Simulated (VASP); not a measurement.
GaSb:

```
Ga Sb
1.0
     0.00000    3.05900    3.05900
     3.05900    0.00000    3.05900
     3.05900    3.05900    0.00000
Ga Sb
1 1
Direct
  0.00000 0.00000 0.00000
  0.25000 0.25000 0.25000
```

```yaml
Program: VASP 6.6.1
Task: relaxation of cell and atoms
Functional: PBE
Potentials_or_basis: VASP PAW PBE potentials, release 64 (Ga_d, Sb)
Cutoff: 600 eV
k_mesh: 10 × 10 × 10
Occupations: gaussian, width 0.03 eV
Spin: no spin polarisation
```

At the start: pressure 2.4 GPa; volume 28.62 Å³/atom.

Q: Where does the relaxation end?

A: Over 3 steps the energy falls by 10.0 meV/atom and the volume is 30.03 Å³/atom (+4.9 %); space group F-43m (No. 216, to 0.05 Å).

The path:
```tsv
step	energy change (eV)	largest force (eV/Å)	pressure (GPa)	volume (Å³)
1	0.0000	0.0000	2.38	57.25
2	-0.0186	0.0000	-0.54	60.85
3	-0.0201	0.0000	-0.02	60.07
```

Final structure:
```xyz
2
Lattice="0.0000 3.1084 3.1084 3.1084 0.0000 3.1084 3.1084 3.1084 0.0000" Properties=species:S:1:pos:R:3 pbc="T T T"
Ga    0.0000    0.0000    0.0000
Sb    1.5542    1.5542    1.5542
```
